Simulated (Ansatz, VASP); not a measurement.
**Cross-check of CuO (Tenorite) between VASP and Ansatz**

Aim: how closely do two programs agree when they are given the same cell, functional and k mesh? Valence electrons are named where the data sets of a main pair hold unlike numbers.

Calculated with Ansatz 0.2.0; plane waves, with VASP 6.6.1 beside it; band structure at LDA.

### 1. Set-up

It takes space group C2/c (No. 15, monoclinic). Conventional cell: a = 4.684 Å, b = 3.423 Å, c = 5.129 Å, α = 90.00°, β = 99.54°, γ = 90.00°. Nearest to Cu lie 4 O at 1.90 to 1.99 Å. Nearest to O lie 4 Cu at 1.90 to 1.99 Å. Farther neighbours and most contacts between anions are not listed.

As a file:

```xyz
4
Lattice="2.3418 -1.7113 0.0000 2.3418 1.7113 0.0000 -0.8500 0.0000 5.0579" Properties=species:S:1:pos:R:3 pbc="T T T"
Cu    0.7459   -0.8557    2.5289
Cu    1.1709    0.8557    0.0000
O     1.7043    0.1927    3.7934
O     2.1293   -0.1927    1.2645
```

### 2. VASP: band structure, LDA

A single point gives forces, pressure and levels at one fixed geometry, so differences don't come from the geometry; what else differs is listed under the comparison.

Lines of VASP's logs that name or quote its potential files are left out, and so is its time.

Input file INCAR:

```
SYSTEM = CuO
PREC = Accurate
ENCUT = 440
EDIFF = 1E-08
NELM = 100
ISMEAR = 0
SIGMA = 0.01
LREAL = .FALSE.
ALGO = Normal
GGA = CA
NBANDS = 23
LASPH = .TRUE.
LORBIT = 11
LWAVE = .TRUE.
LCHARG = .FALSE.
KPAR = 8
```

Input file POSCAR:

```
CuO
1.0
    2.3418500000     -1.7113000000      0.0000000000
    2.3418500000      1.7113000000      0.0000000000
   -0.8500274268      0.0000000000      5.0578693947
Cu O
2 2
Direct
    0.5000000000      0.0000000000      0.5000000000
    0.0000000000      0.5000000000      0.0000000000
    0.4436980452      0.5563019548      0.7500000000
    0.5563019548      0.4436980452      0.2500000000
```

Input file KPOINTS:

```
Automatic mesh
0
Gamma
8 8 6
0 0 0
```

Input file KPOINTS_OPT:

```
Line mode
12
Line-mode
Reciprocal
  0.00000000   0.00000000   0.00000000 GAMMA
 -0.50000000  -0.50000000   0.00000000 Y

 -0.50000000  -0.50000000   0.00000000 Y
 -0.52478477  -0.52478477   0.32750988 F

 -0.52478477  -0.52478477   0.32750988 F
 -0.50000000  -0.50000000   0.50000000 L

 -0.50000000  -0.50000000   0.50000000 L
 -0.63350759  -0.36649241   0.50000000 I

 -0.36649241   0.36649241   0.50000000 I1
  0.00000000   0.00000000   0.50000000 Z

  0.00000000   0.00000000   0.50000000 Z
 -0.47521523  -0.47521523   0.67249012 F1

 -0.50000000  -0.50000000   0.00000000 Y
 -0.61273163  -0.38726837   0.00000000 X1

 -0.38726837   0.38726837   0.00000000 X
  0.00000000   0.00000000   0.00000000 GAMMA

  0.00000000   0.00000000   0.00000000 GAMMA
 -0.50000000   0.00000000   0.00000000 N

 -0.50000000   0.00000000   0.50000000 M
  0.00000000   0.00000000   0.00000000 GAMMA
```

The projector-augmented-wave data sets are Cu_GW and O_GW (LDA family, release 64).

On the command line:

```console
> mpirun -np 8 vasp_std
```

Numbers of over 12 decimals in the logs are rounded to 6 here.

The program printed:

```text
[banner, memory and clock lines left out]
running    8 mpi-ranks, on    1 nodes
 distrk:  each k-point on    1 cores,    8 groups
 distr:  one band on    1 cores,    1 groups

 POSCAR found type information on POSCAR CuO
 POSCAR found :  2 types and       4 ions
|                                                                             |
|           W    W    AA    RRRRR   N    N  II  N    N   GGGG   !!!           |
|           W    W   A  A   R    R  NN   N  II  NN   N  G    G  !!!           |
|           W    W  A    A  R    R  N N  N  II  N N  N  G       !!!           |
|           W WW W  AAAAAA  RRRRR   N  N N  II  N  N N  G  GGG   !            |
|           WW  WW  A    A  R   R   N   NN  II  N   NN  G    G                |
|           W    W  A    A  R    R  N    N  II  N    N   GGGG   !!!           |
|                                                                             |
|     For optimal performance we recommend to set                             |
|       NCORE = 2 up to number-of-cores-per-socket                            |
|     NCORE specifies how many cores store one orbital (NPAR=cpu/NCORE).      |
|     This setting can greatly improve the performance of VASP for DFT.       |
|     The default, NCORE=1 might be grossly inefficient on modern             |
|     multi-core architectures or massively parallel machines. Do your        |
|     Unfortunately you need to use the default for GW and RPA                |
|     calculations (for HF NCORE is supported but not extensively tested      |
|     yet).                                                                   |
|                                                                             |

 LDA part: xc-table for (Slater(with rela. corr.)+CA(PZ))
 , standard interpolation
 POSCAR, INCAR and KPOINTS ok, starting setup
 FFT: planning ... GRIDC
 FFT: planning ... GRID_SOFT
 FFT: planning ... GRID
 WAVECAR not read
 entering main loop
       N       E                     dE             d eps       ncg     rms          rms(c)
DAV:   1     0.350800683590E+03    0.35080E+03   -0.16989E+04  5300   0.151E+03
DAV:   2    -0.176550926345E+01   -0.35257E+03   -0.33009E+03  5818   0.536E+02
DAV:   3    -0.282743367069E+02   -0.26509E+02   -0.25534E+02  6613   0.162E+02
DAV:   4    -0.292583020625E+02   -0.98397E+00   -0.98197E+00  7239   0.373E+01
DAV:   5    -0.292808647544E+02   -0.22563E-01   -0.22558E-01  6917   0.463E+00    0.200E+01
DAV:   6    -0.272708433118E+02    0.20100E+01   -0.48139E+01  7151   0.133E+02    0.423E+01
DAV:   7    -0.236981500438E+02    0.35727E+01   -0.75351E+00  5616   0.749E+01    0.145E+01
DAV:   8    -0.233201625004E+02    0.37799E+00   -0.29621E+00  8412   0.339E+01    0.504E+00
DAV:   9    -0.232814106185E+02    0.38752E-01   -0.20698E-01  7268   0.691E+00    0.766E-01
DAV:  10    -0.232821492130E+02   -0.73859E-03   -0.15318E-02  6571   0.167E+00    0.451E-01
DAV:  11    -0.232818084408E+02    0.34077E-03   -0.18685E-03  6948   0.758E-01    0.294E-01
DAV:  12    -0.232817415549E+02    0.66886E-04   -0.30902E-04  6588   0.457E-01    0.157E-01
DAV:  13    -0.232816720602E+02    0.69495E-04   -0.13020E-04  7945   0.239E-01    0.344E-02
DAV:  14    -0.232816736901E+02   -0.16298E-05   -0.26696E-05  5752   0.579E-02    0.305E-02
DAV:  15    -0.232816735184E+02    0.17167E-06   -0.89505E-07  7848   0.139E-02    0.131E-02
DAV:  16    -0.232816733834E+02    0.13494E-06   -0.51268E-07  8375   0.962E-03    0.309E-03
DAV:  17    -0.232816733799E+02    0.35748E-08   -0.28398E-08  5073   0.242E-03
   1 F= -.23281673E+02 E0= -.23281512E+02  d E =-.323597E-03
 Start KPOINTS_OPT (optional k-point list driver)
k-point batch [1-114\120]
       N       E                     dE             ncg
DAV:   1     0.365637552738E+05   -0.86851E+05     5268
DAV:   2    -0.157544554977E+04   -0.38139E+05     5874
DAV:   3    -0.424156072406E+04   -0.26661E+04     6642
DAV:   4    -0.433233311338E+04   -0.90772E+02     7238
DAV:   5    -0.433401605361E+04   -0.16829E+01     6723
DAV:   6    -0.433410756058E+04   -0.91507E-01     7683
DAV:   7    -0.433410807962E+04   -0.51905E-03     6780
DAV:   8    -0.433410808991E+04   -0.10287E-04     7718
DAV:   9    -0.433410808998E+04   -0.75505E-07     5104
DAV:  10    -0.433410808999E+04   -0.71150E-08     4400
k-point batch [115-120\120]
       N       E                     dE             ncg
DAV:   1     0.122414086349E+06    0.10922E+04      276
DAV:   2     0.120296810257E+06   -0.21173E+04      326
DAV:   3     0.120160574015E+06   -0.13624E+03      325
DAV:   4     0.120156779392E+06   -0.37946E+01      380
DAV:   5     0.120156695285E+06   -0.84107E-01      333
DAV:   6     0.120156690119E+06   -0.51663E-02      434
DAV:   7     0.120156690096E+06   -0.23239E-04      333
DAV:   8     0.120156690095E+06   -0.41840E-06      403
DAV:   9     0.120156690095E+06   -0.34488E-08      247
 writing wavefunctions
```

Parts of OUTCAR (step 2):

```text
ion  position               nearest neighbor table
   1  0.500  0.000  0.500-   3 1.90   4 1.90   4 1.99   3 1.99
   2  0.000  0.500  0.000-   4 1.90   3 1.90   4 1.99   3 1.99
   3  0.444  0.556  0.750-   2 1.90   1 1.90   2 1.99   1 1.99
   4  0.556  0.444  0.250-   1 1.90   2 1.90   2 1.99   1 1.99

  LATTYP: Found a base centered monoclinic cell.
 ALAT       =     4.6837000000
 B/A-ratio  =     0.7307470589
 C/A-ratio  =     1.0950317057
 COS(beta)  =    -0.1657361228

 Subroutine GETGRP returns: Found  4 space group operations
 (whereof  2 operations were pure point group operations)

The static configuration has the point symmetry S_2 .
 The point group associated with its full space group is C_2h.

 Found    114 irreducible k-points:

   k-points           NKPTS =    114   k-points in BZ     NKDIM =    114   number of bands    NBANDS=     23

   dimension x,y,z NGX =    20 NGY =   20 NGZ =   36
   dimension x,y,z NGXF=    40 NGYF=   40 NGZF=   72

   ENCUT  =  440.0 eV  32.34 Ry    5.69 a.u.   4.96  4.96  8.77*2*pi/ulx,y,z

   NELECT =      34.0000    total number of electrons

 k-points in reciprocal lattice and weights: Automatic mesh
   0.00000000  0.00000000  0.00000000       0.003
   0.12500000 -0.00000000 -0.00000000       0.010
   0.25000000 -0.00000000 -0.00000000       0.010
   0.37500000 -0.00000000  0.00000000       0.010
   0.50000000 -0.00000000 -0.00000000       0.005
   0.12500000  0.12500000 -0.00000000       0.005
   0.25000000  0.12500000  0.00000000       0.010
   0.37500000  0.12500000 -0.00000000       0.010
   0.50000000  0.12500000  0.00000000       0.010
[...]
-0.37500000  0.37500000  0.50000000       0.005
   0.50000000  0.50000000  0.50000000       0.003

 average (electrostatic) potential at core
       1 -55.9694       2 -55.9694       3 -72.8972       4 -72.8972

 E-fermi :   4.1208

 k-point     1 :       0.0000    0.0000    0.0000
  band No.  band energies     occupation
    ...
     12       1.4905      2.00000
     13       1.6319      2.00000
     14       1.7829      2.00000
     15       1.8751      2.00000
     16       2.4022      2.00000
     17       4.3341      0.00000
     18       5.0710      0.00000
     19       5.9240      0.00000
     20      10.1757      0.00000
     21      12.0996      0.00000
    ...

 k-point     2 :       0.1250   -0.0000   -0.0000
  band No.  band energies     occupation
    ...
     12       1.6762      2.00000
     13       1.8093      2.00000
     14       1.9165      2.00000
     15       1.9485      2.00000
     16       2.4193      2.00000
     17       4.2024      0.00000
     18       4.9322      0.00000
     19       6.4781      0.00000
     20      10.8329      0.00000
     21      11.6814      0.00000
    ...

 k-point     3 :       0.2500   -0.0000   -0.0000
  band No.  band energies     occupation
    ...
     13       1.8358      2.00000
     14       2.1965      2.00000
     15       2.2358      2.00000
     16       2.4506      2.00000
     17       4.0626      2.00000
     18       4.7270      0.00000
     19       7.7083      0.00000
     20      10.5568      0.00000
     21      12.2885      0.00000
     22      13.9948      0.00000
    ...

  Total       -3.3533615     -1.6173807     -3.0754834      0.0000000      0.0000000      0.7573863
  in kB     -132.5281477    -63.9204782   -121.5461312      0.0000000      0.0000000     29.9326521
  external PRESSURE =    -105.9982524 kB  Pullay stress =       0.0000000 kB

  energy-cutoff  :      440.00
  volume of cell :       40.54
      direct lattice vectors                 reciprocal lattice vectors
     2.341850000 -1.711300000  0.000000000     0.213506416 -0.292175539  0.035881968
     2.341850000  1.711300000  0.000000000     0.213506416  0.292175539  0.035881968
    -0.850027427  0.000000000  5.057869395     0.000000000  0.000000000  0.197711709

 POSITION                                       TOTAL-FORCE (eV/Angst)
 -----------------------------------------------------------------------------------
      0.74591     -0.85565      2.52893        -0.000000      0.000000      0.000000
      1.17092      0.85565      0.00000        -0.000000      0.000000      0.000000
      1.70433      0.19270      3.79340        -0.000000     -0.028175      0.000000
      2.12934     -0.19270      1.26447         0.000000      0.028175      0.000000
 -----------------------------------------------------------------------------------
    total drift:                                0.000000      0.000000      0.000000

  FREE ENERGIE OF THE ION-ELECTRON SYSTEM (eV)
  ---------------------------------------------------
  free  energy   TOTEN  =       -23.2816733799 eV

  energy  without entropy=      -23.2813497825  energy(sigma->0) =      -23.28151158

 total charge
# of ion       s       p       d       f       tot
--------------------------------------------------
    1        0.394   0.404   9.051   0.024   9.872
    2        0.394   0.404   9.051   0.024   9.872
    3        1.553   3.332   0.000   0.000   4.885
    4        1.553   3.332   0.000   0.000   4.885
--------------------------------------------------
tot          3.893   7.473  18.102   0.048  29.515

[... 3 further parts left out ...]
```

This run has no spin polarisation, so a moment on Cu, if there is one, isn't seen. Oxides and halides of Cu are often magnetic insulators, and a metal at this level, without U or exact exchange, may be an artefact.

(Part 1 of 2 ends here.)

[Lines on the potential files, build, host, timing and source positions are cut from VASP's logs without a mark.]

[Logs are printed without paths, hosts, clocks, repeated set-up lines and the standing remarks that a program may print on its own settings, such as how far it seeks lower states.]

[Hosts, paths, dates, database ids (printed as entryN), source tags and the programs' standing remarks are cut or masked in the printed files.]
